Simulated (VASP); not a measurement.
# Zn4Te3O (P-43m) in VASP: further runs

The runs below take Zn4Te3O through relaxation of cell and atoms, with PBE.

Program: VASP 6.6.1. These are calculated values, not measurements. Logs are shortened: lines on timing, memory, paths and dates and some standing lists are left out, and cuts for length are marked.

### 1 The structure

Symmetry: P-43m, No. 215, cubic system. Conventional cell: a = 5.794 Å, b = 5.794 Å, c = 5.794 Å, α = 90.00°, β = 90.00°, γ = 90.00°. Zn (site symmetry 3m) has 1 O at 2.11 Å as nearest neighbours. Te (site symmetry -42m) is surrounded by 4 Zn at 2.67 Å. O (site symmetry -43m) is surrounded by 4 Zn at 2.11 Å.

The cell was built by a generator and needn't be a form met in nature.

### 2 Relaxation of cell and atoms, PBE

File INCAR:

```
SYSTEM = Zn4Te3O
  PREC = Accurate
  ENCUT = 520
  EDIFF = 1E-6
  ISMEAR = 0
  SIGMA = 0.1
  LREAL = .False.
  LASPH = .True.
  NELM = 120
  ALGO = Normal
  ISIF = 3
  LWAVE = .False.
  LCHARG = .False.
  GGA = PE
  IBRION = 2
  NSW = 90
  EDIFFG = -0.01
  KPAR = 4
```

File KPOINTS:

```
regular mesh
0
Gamma
  6 6 6
  0 0 0
```

File POSCAR:

```
Zn4Te3O
1.0
    5.7940000000      0.0000000000      0.0000000000
    0.0000000000      5.7940000000      0.0000000000
    0.0000000000      0.0000000000      5.7940000000
Zn Te O
4 3 1
Direct
    0.2098722800      0.7901277200      0.7901277200
    0.7901277200      0.7901277200      0.2098722800
    0.7901277200      0.2098722800      0.7901277200
    0.2098722800      0.2098722800      0.2098722800
    0.5000000000      0.0000000000      0.5000000000
    0.0000000000      0.5000000000      0.5000000000
    0.5000000000      0.5000000000      0.0000000000
    0.0000000000      0.0000000000      0.0000000000
```

Potentials or basis: VASP PAW PBE potentials, release 64 (Zn, Te, O).

Started as:

```bash
$ cat potpaw_PBE.64/Zn/POTCAR potpaw_PBE.64/Te/POTCAR potpaw_PBE.64/O/POTCAR > POTCAR
$ mpirun -np 4 vasp_std > vasp.out
```

OUTCAR:

```text
SYSTEM = Zn4Te3O
   PREC = Accurate
   ENCUT = 520
   EDIFF = 1E-6
   ISMEAR = 0
   LREAL = .False.
   LASPH = .True.
   NELM = 120
   ISIF = 3
   GGA = PE
   IBRION = 2
   NSW = 90
   EDIFFG = -0.01

 ion  position               nearest neighbor table
   1  0.210  0.790  0.790-   8 2.11   6 2.67   7 2.67   5 2.67
   2  0.790  0.790  0.210-   8 2.11   6 2.67   7 2.67   5 2.67
   3  0.790  0.210  0.790-   8 2.11   6 2.67   7 2.67   5 2.67
   4  0.210  0.210  0.210-   8 2.11   6 2.67   7 2.67   5 2.67
   5  0.500  0.000  0.500-   1 2.67   2 2.67   3 2.67   4 2.67
   6  0.000  0.500  0.500-   1 2.67   2 2.67   3 2.67   4 2.67
   7  0.500  0.500  0.000-   1 2.67   2 2.67   3 2.67   4 2.67
   8  0.000  0.000  0.000-   1 2.11   2 2.11   3 2.11   4 2.11

  LATTYP: Found a simple cubic cell.
 ALAT       =     5.7940000000

  Lattice vectors:

 A1 = (   5.7940000000,   0.0000000000,   0.0000000000)
 A2 = (   0.0000000000,   5.7940000000,   0.0000000000)
 A3 = (   0.0000000000,   0.0000000000,   5.7940000000)

Analysis of symmetry for initial positions (statically):
=====================================================================
 Subroutine PRICEL returns:
 Original cell was already a primitive cell.

 Routine SETGRP: Setting up the symmetry group for a
 simple cubic supercell.

 Subroutine GETGRP returns: Found 24 space group operations
 (whereof 24 operations were pure point group operations)
 out of a pool of 48 trial point group operations.

The static configuration has the point symmetry T_d .

Analysis of symmetry for dynamics (positions and initial velocities):
=====================================================================
 Subroutine PRICEL returns:
 Original cell was already a primitive cell.

 Routine SETGRP: Setting up the symmetry group for a
 simple cubic supercell.

 Subroutine GETGRP returns: Found 24 space group operations
 (whereof 24 operations were pure point group operations)
 out of a pool of 48 trial point group operations.

The dynamic configuration has the point symmetry T_d .

 Subroutine INISYM returns: Found 24 space group operations
 (whereof 24 operations are pure point group operations),
 and found     1 'primitive' translations

----------------------------------------------------------------------------------------

                                     Primitive cell

  volume of cell :     194.5071

  direct lattice vectors                    reciprocal lattice vectors
     5.794000000  0.000000000  0.000000000     0.172592337  0.000000000  0.000000000
     0.000000000  5.794000000  0.000000000     0.000000000  0.172592337  0.000000000
     0.000000000  0.000000000  5.794000000     0.000000000  0.000000000  0.172592337

  length of vectors
     5.794000000  5.794000000  5.794000000     0.172592337  0.172592337  0.172592337

  position of ions in fractional coordinates (direct lattice)
     0.209872280  0.790127720  0.790127720
     0.790127720  0.790127720  0.209872280
     0.790127720  0.209872280  0.790127720
     0.209872280  0.209872280  0.209872280
     0.500000000  0.000000000  0.500000000
     0.000000000  0.500000000  0.500000000
     0.500000000  0.500000000  0.000000000
     0.000000000  0.000000000  0.000000000

  ion indices of the primitive-cell ions
   primitive index   ion index
                 1           1
                 2           2
                 3           3
                 4           4
                 5           5
                 6           6
                 7           7
                 8           8

----------------------------------------------------------------------------------------

 KPOINTS: regular mesh

Automatic generation of k-mesh.
 Grid dimensions read from file:
 generate k-points for:    6    6    6

 Generating k-lattice:

  Cartesian coordinates                     Fractional coordinates (reciprocal lattice)
     0.028765389  0.000000000  0.000000000     0.166666667  0.000000000  0.000000000
     0.000000000  0.028765389  0.000000000     0.000000000  0.166666667  0.000000000
     0.000000000  0.000000000  0.028765389     0.000000000  0.000000000  0.166666667

  Length of vectors
     0.028765389  0.028765389  0.028765389

  Shift w.r.t. Gamma in fractional coordinates (k-lattice)
     0.000000000  0.000000000  0.000000000

 Subroutine IBZKPT returns following result:
 ===========================================

 Found     20 irreducible k-points:

 Following reciprocal coordinates:
            Coordinates               Weight
  0.000000  0.000000  0.000000      1.000000
  0.166667  0.000000  0.000000      6.000000
  0.333333  0.000000  0.000000      6.000000
  0.500000  0.000000  0.000000      3.000000
  0.166667  0.166667  0.000000     12.000000
  0.333333  0.166667  0.000000     24.000000
[... 12 lines left out ...]
  0.500000  0.500000  0.333333      6.000000
  0.500000  0.500000  0.500000      1.000000
   k-points           NKPTS =     20   k-points in BZ     NKDIM =     20   number of bands    NBANDS=     43
   number of dos      NEDOS =    301   number of ions     NIONS =      8
   total plane-waves  NPLWV = 110592
   dimension x,y,z NGX =    48 NGY =   48 NGZ =   48
   dimension x,y,z NGXF=    96 NGYF=   96 NGZF=   96
   ions per type =               4   3   1
   NGX,Y,Z   is equivalent  to a cutoff of  13.77, 13.77, 13.77 a.u.
   NGXF,Y,Z  is equivalent  to a cutoff of  27.55, 27.55, 27.55 a.u.
 SYSTEM =  Zn4Te3O
   PREC   = accura    normal or accurate (medium, high low for compatibility)
   ISTART =      0    job   : 0-new  1-cont  2-samecut
   ICHARG =      2    charge: 1-file 2-atom 10-const
   ISPIN  =      1    spin polarized calculation?
   LNONCOLLINEAR =      F non collinear calculations
   LSORBIT =      F    spin-orbit coupling
   LASPH  =      T    aspherical Exc in radial PAW
   ENCUT  =  520.0 eV  38.22 Ry    6.18 a.u.  10.77 10.77 10.77*2*pi/ulx,y,z
   NELM   =    120;   NELMIN=  2; NELMDL= -5     # of ELM steps
   EDIFF  = 0.1E-05   stopping-criterion for ELM
   LREAL  =      F    real-space projection
   EDIFFG = -.1E-01   stopping-criterion for IOM
   NSW    =     90    number of steps for IOM
   IBRION =      2    ionic relax: 0-MD 1-quasi-New 2-CG
   NFREE  =      1    steps in history (QN), initial steepest desc. (CG)
   ISIF   =      3    stress and relaxation
   ISYM   =      2    0-nonsym 1-usesym 2-fastsym
   POTIM  = 0.5000    time-step for ionic-motion
   TEBEG  =    0.0;   TEEND  =   0.0 temperature during run
   PSTRESS=    0.0 pullay stress
   NELECT =      72.0000    total number of electrons
   NUPDOWN=      -1.0000    fix difference up-down
   EMIN   =  10.00;   EMAX   =-10.00  energy-range for DOS
   EFERMI =   0.00;   METHOD = LEGACY
   ISMEAR =     0;   SIGMA  =   0.10  broadening in eV -4-tet -1-fermi 0-gaus
   EFERMI_NEDOS =   21; number of points for ismear=-14 and -15
   IALGO  =     38    algorithm
   IMIX   =      4    mixing-type and parameters
     AMIX     =   0.40;   BMIX     =  1.00
     AMIX_MAG =   1.60;   BMIX_MAG =  1.00
  volume/ion in A,a.u.               =      24.31       164.07
  Fermi-wavevector in a.u.,A,eV,Ry     =   1.175458  2.221294 18.799195  1.381702
  Thomas-Fermi vector in A             =   2.311838
   LORBIT       =      0    0 simple, 1 ext, 2 COOP (PROOUT), +10 PAW based schemes
   GGA     = PE    functional components
   LHFCALC =     F    Hartree Fock is set to
   AEXX    =    0.0000 exact exchange contribution
   IVDW    =     0    specifies the selected vdW correction
   LEPSILON=     F    determine dielectric tensor
   LRPA    =     F    only Hartree local field effects (RPA)
 conjugate gradient relaxation of ions
 non-spin polarized calculation
 Gauss-broadening in eV      SIGMA  =   0.10
  energy-cutoff  :      520.00
  volume of cell :      194.51
 maximum number of plane-waves:      5260
 NGX is ok and might be reduce to    48
   NGX = 21   NGY = 21   NGZ = 21

--------------------------------------- Ionic step        1  -------------------------------------------

 number of electron      71.9999964 magnetization

 Free energy of the ion-electron system (eV)
  ---------------------------------------------------
  ext. energy  EPLUGINS =         0.00000000
  ---------------------------------------------------
  free energy    TOTEN  =       -22.97313824 eV

  energy without entropy =      -22.96640423  energy(sigma->0) =      -22.96977124

------------------------ aborting loop because EDIFF is reached ----------------------------------------

  FORCE on cell =-STRESS in cart. coord.  units (eV):
  Direction    XX          YY          ZZ          XY          YZ          ZX
  --------------------------------------------------------------------------------------
  -------------------------------------------------------------------------------------
  Total        0.0354139      0.0354139      0.0354139      0.0000000      0.0000000     -0.0000000
  in kB        0.2917086      0.2917086      0.2917086      0.0000000      0.0000000     -0.0000000
  external PRESSURE =       0.2917086 kB  Pullay stress =       0.0000000 kB
[... 69 lines left out ...]
  energy  without entropy=      -22.9668833848  energy(sigma->0) =      -22.97022858

--------------------------------------- Ionic step        3  -------------------------------------------

 number of electron      71.9999980 magnetization

 Free energy of the ion-electron system (eV)
  ---------------------------------------------------
  ext. energy  EPLUGINS =         0.00000000
  ---------------------------------------------------
  free energy    TOTEN  =       -22.97382584 eV

  energy without entropy =      -22.96724102  energy(sigma->0) =      -22.97053343

 E-fermi :   3.1965     XC(G=0):  -9.2565

 val. band max:        3.1793273228   @ k =   0.5000   0.5000   0.3333
 cond. band min:       3.5098440151   @ k =   0.5000   0.3333   0.3333
 fundamental gap:      0.3305166923
 Fermi energy:         3.1964759618

 k-point     1 :       0.0000    0.0000    0.0000
  band No.  band energies     occupation
      1     -15.1077      2.00000
      2      -8.4401      2.00000
      3      -7.2347      2.00000
      4      -7.2347      2.00000
      5      -3.9266      2.00000
      6      -3.9266      2.00000
[... 944 lines left out ...]
  FREE ENERGIE OF THE ION-ELECTRON SYSTEM (eV)
  ---------------------------------------------------
  free  energy   TOTEN  =       -22.9738258397 eV

  energy  without entropy=      -22.9672410182  energy(sigma->0) =      -22.97053343

 reached required accuracy - stopping structural energy minimisation
```

It took 2.4 min on 4 MPI ranks of AMD EPYC 7R13 (Zen 3), shared host; peak memory 0.42 GiB.

What came out:

```yaml
Free_energy: -22.9738 eV
Relaxed_volume: 24.35 Å³/atom
Relaxed_cell: a = 5.797 Å, b = 5.797 Å, c = 5.797 Å, α = 90.00°, β = 90.00°, γ = 90.00°
Space_group_after_relaxing_to_0.05_Å: P-43m (No. 215)
Energy_gained_by_relaxing: 0.1 meV/atom
Ionic_steps: 3
Pressure_after_relaxing: -0.1 GPa
Largest_force_after_relaxing: 0.006 eV/Å
Band_gap_on_the_k_mesh: none (metal or under the smearing width)
```

Forces in eV/Å, atoms in the order of the input:
```
Zn   0.003 -0.003 -0.003
Zn  -0.003 -0.003  0.003
Zn  -0.003  0.003 -0.003
Zn   0.003  0.003  0.003
Te   0.000  0.000  0.000
Te   0.000  0.000  0.000
Te   0.000  0.000  0.000
O    0.000  0.000  0.000
```

The path:
```csv
step,energy change (eV),largest force (eV/Å),pressure (GPa),volume (Å³)
1,0.0000,0.0525,0.03,194.51
2,-0.0004,0.0331,-0.01,194.63
3,-0.0007,0.0057,-0.05,194.82
```

Final structure:
```xyz
8
Lattice="5.7971 0.0000 0.0000 0.0000 5.7971 0.0000 0.0000 0.0000 5.7971" Properties=species:S:1:pos:R:3 pbc="T T T"
Zn    1.2203    4.5768    4.5768
Zn    4.5768    4.5768    1.2203
Zn    4.5768    1.2203    4.5768
Zn    1.2203    1.2203    1.2203
Te    2.8985    0.0000    2.8985
Te    0.0000    2.8985    2.8985
Te    2.8985    2.8985    0.0000
O     0.0000    0.0000    0.0000
```

Levels at points of the mesh, in eV from the Fermi level:
| k point | band 34 | band 35 | band 36 | band 37 | band 38 | band 39 |
| --- | --- | --- | --- | --- | --- | --- |
| (0.00, 0.00, 0.00) | -0.32 | -0.06 | -0.06 | -0.06 | 2.11 | 2.11 |
| (0.50, 0.00, 0.00) | -2.04 | -0.71 | -0.71 | 1.96 | 2.50 | 3.14 |
| (0.50, 0.50, 0.00) | -2.00 | -0.72 | -0.07 | 1.73 | 2.17 | 3.87 |
| (0.50, 0.50, 0.50) | -0.58 | -0.42 | -0.03 | -0.03 | 2.67 | 2.67 |

The run has no spin-orbit coupling, so splittings on Te are missing.

### 3 Relaxation of cell and atoms, PBE

Edit INCAR of step 2 so:

```diff
@@ -3,3 +3,3 @@
   ENCUT = 520
-  EDIFF = 1E-6
+  EDIFF = 1E-7
   ISMEAR = 0
@@ -15,4 +15,5 @@
   IBRION = 2
-  NSW = 90
-  EDIFFG = -0.01
+  NSW = 60
+  EDIFFG = -0.005
+  POTIM = 0.3
   KPAR = 4
```

KPOINTS is that of step 2.

File POSCAR:

```
Zn4Te3O                                 
1.0
    5.7970556354     -0.0000000000     -0.0000000000
    0.0000000000      5.7970556354     -0.0000000000
   -0.0000000000      0.0000000000      5.7970556354
  Zn              Te              O             
     4     3     1
Direct
     0.2104949896989737    0.7895050103010263    0.7895050103010263
     0.7895050103010263    0.7895050103010263    0.2104949896989737
     0.7895050103010263    0.2104949896989737    0.7895050103010263
     0.2104949896989737    0.2104949896989737    0.2104949896989737
     0.5000000000000000    0.0000000000000000    0.5000000000000000
     0.0000000000000000    0.5000000000000000    0.5000000000000000
     0.5000000000000000    0.5000000000000000    0.0000000000000000
     0.0000000000000000    0.0000000000000000    0.0000000000000000
```

Potentials or basis: VASP PAW PBE potentials, release 64 (Zn, Te, O).

Started as:

```bash
$ cat potpaw_PBE.64/Zn/POTCAR potpaw_PBE.64/Te/POTCAR potpaw_PBE.64/O/POTCAR > POTCAR
$ mpirun -np 4 vasp_std > vasp.out
```

OUTCAR:

```text
SYSTEM = Zn4Te3O
   PREC = Accurate
   ENCUT = 520
   EDIFF = 1E-7
   ISMEAR = 0
   LREAL = .False.
   LASPH = .True.
   NELM = 120
   ISIF = 3
   GGA = PE
   IBRION = 2
   NSW = 60
   EDIFFG = -0.005
   POTIM = 0.3

 ion  position               nearest neighbor table
   1  0.210  0.790  0.790-   8 2.11   6 2.67   7 2.67   5 2.67
   2  0.790  0.790  0.210-   8 2.11   6 2.67   7 2.67   5 2.67
   3  0.790  0.210  0.790-   8 2.11   6 2.67   7 2.67   5 2.67
[... 1185 lines left out ...]
  Total       -0.0114529     -0.0114529     -0.0114529      0.0000000     -0.0000000      0.0000000
  in kB       -0.0942682     -0.0942682     -0.0942682      0.0000000     -0.0000000      0.0000000
  external PRESSURE =      -0.0942682 kB  Pullay stress =       0.0000000 kB

 VOLUME and BASIS-vectors are now :
 -----------------------------------------------------------------------------
  energy-cutoff  :      520.00
  volume of cell :      194.65
      direct lattice vectors                 reciprocal lattice vectors
     5.795440159  0.000000000  0.000000000     0.172549448  0.000000000 -0.000000000
    -0.000000000  5.795440159 -0.000000000    -0.000000000  0.172549448  0.000000000
     0.000000000 -0.000000000  5.795440159    -0.000000000  0.000000000  0.172549448

 POSITION                                       TOTAL-FORCE (eV/Angst)
 -----------------------------------------------------------------------------------
      1.22001      4.57543      4.57543         0.002422     -0.002422     -0.002422
      4.57543      4.57543      1.22001        -0.002422     -0.002422      0.002422
      4.57543      1.22001      4.57543        -0.002422      0.002422     -0.002422
      1.22001      1.22001      1.22001         0.002422      0.002422      0.002422
      2.89772     -0.00000      2.89772         0.000000      0.000000      0.000000
      0.00000      2.89772      2.89772         0.000000     -0.000000      0.000000
      2.89772      2.89772     -0.00000         0.000000     -0.000000     -0.000000
      0.00000      0.00000      0.00000         0.000000     -0.000000      0.000000
 -----------------------------------------------------------------------------------
    total drift:                               -0.000000     -0.000000      0.000000

  FREE ENERGIE OF THE ION-ELECTRON SYSTEM (eV)
  ---------------------------------------------------
  free  energy   TOTEN  =       -22.9739127978 eV

  energy  without entropy=      -22.9673316101  energy(sigma->0) =      -22.97062220

 reached required accuracy - stopping structural energy minimisation
```

OSZICAR:

```text
N       E                     dE             d eps       ncg     rms          rms(c)
DAV:   1     0.514343846453E+03    0.51434E+03   -0.31986E+04  1720   0.186E+03
DAV:   2     0.397792216530E+02   -0.47456E+03   -0.46246E+03  1760   0.409E+02
DAV:   3    -0.223219205978E+02   -0.62101E+02   -0.60943E+02  1994   0.138E+02
DAV:   4    -0.254338857659E+02   -0.31120E+01   -0.30951E+01  1986   0.287E+01
[... 19 lines left out ...]
DAV:   5    -0.229739133585E+02    0.17758E-05   -0.23991E-06  1995   0.122E-02    0.686E-03
DAV:   6    -0.229739131254E+02    0.23304E-06   -0.13486E-06  2333   0.103E-02    0.247E-03
DAV:   7    -0.229739129743E+02    0.15111E-06   -0.32872E-07  1336   0.365E-03    0.128E-03
DAV:   8    -0.229739128628E+02    0.11147E-06   -0.30796E-07  1511   0.265E-03    0.746E-04
DAV:   9    -0.229739127978E+02    0.65038E-07   -0.19871E-08   878   0.144E-03
   2 F= -.22973913E+02 E0= -.22970622E+02  d E =-.420949E-04
```

It took 1.9 min on 4 MPI ranks of AMD EPYC 7R13 (Zen 3), shared host; peak memory 0.41 GiB.

What came out:

```
Free energy                            : -22.9739 eV
Relaxed volume                         : 24.33 Å³/atom
Relaxed cell                           : a = 5.795 Å, b = 5.795 Å, c = 5.795 Å, α = 90.00°, β = 90.00°, γ = 90.00°
Space group after relaxing (to 0.05 Å) : P-43m (No. 215)
Energy gained by relaxing              : 0.0 meV/atom
Ionic steps                            : 2
Pressure after relaxing                : 0.0 GPa
Largest force after relaxing           : 0.004 eV/Å
Band gap on the k mesh                 : none (metal or under the smearing width)
```

Forces on the atoms (eV/Å):
```
Zn   0.002 -0.002 -0.002
Zn  -0.002 -0.002  0.002
Zn  -0.002  0.002 -0.002
Zn   0.002  0.002  0.002
Te   0.000  0.000  0.000
Te   0.000  0.000  0.000
Te   0.000  0.000  0.000
O    0.000  0.000  0.000
```

Final structure:
```cif
data_structure
_symmetry_space_group_name_H-M 'P 1'
_symmetry_Int_Tables_number 1
_cell_length_a 5.7954
_cell_length_b 5.7954
_cell_length_c 5.7954
_cell_angle_alpha 90.000
_cell_angle_beta 90.000
_cell_angle_gamma 90.000
_cell_volume 194.65
loop_
_atom_site_label
_atom_site_type_symbol
_atom_site_fract_x
_atom_site_fract_y
_atom_site_fract_z
_atom_site_occupancy
Zn1 Zn 0.21051 0.78949 0.78949 1
Zn2 Zn 0.78949 0.78949 0.21051 1
Zn3 Zn 0.78949 0.21051 0.78949 1
Zn4 Zn 0.21051 0.21051 0.21051 1
Te1 Te 0.50000 0.00000 0.50000 1
Te2 Te 0.00000 0.50000 0.50000 1
Te3 Te 0.50000 0.50000 0.00000 1
O1 O 0.00000 0.00000 0.00000 1
```

Levels at points of the mesh, in eV from the Fermi level:
| k point | band 34 | band 35 | band 36 | band 37 | band 38 | band 39 |
| --- | --- | --- | --- | --- | --- | --- |
| (0.00, 0.00, 0.00) | -0.32 | -0.06 | -0.06 | -0.06 | 2.11 | 2.11 |
| (0.50, 0.00, 0.00) | -2.04 | -0.72 | -0.72 | 1.97 | 2.50 | 3.14 |
| (0.50, 0.50, 0.00) | -2.00 | -0.72 | -0.07 | 1.73 | 2.17 | 3.88 |
| (0.50, 0.50, 0.50) | -0.58 | -0.42 | -0.03 | -0.03 | 2.67 | 2.67 |

Spin-orbit coupling is left out, which matters for the levels of Te.
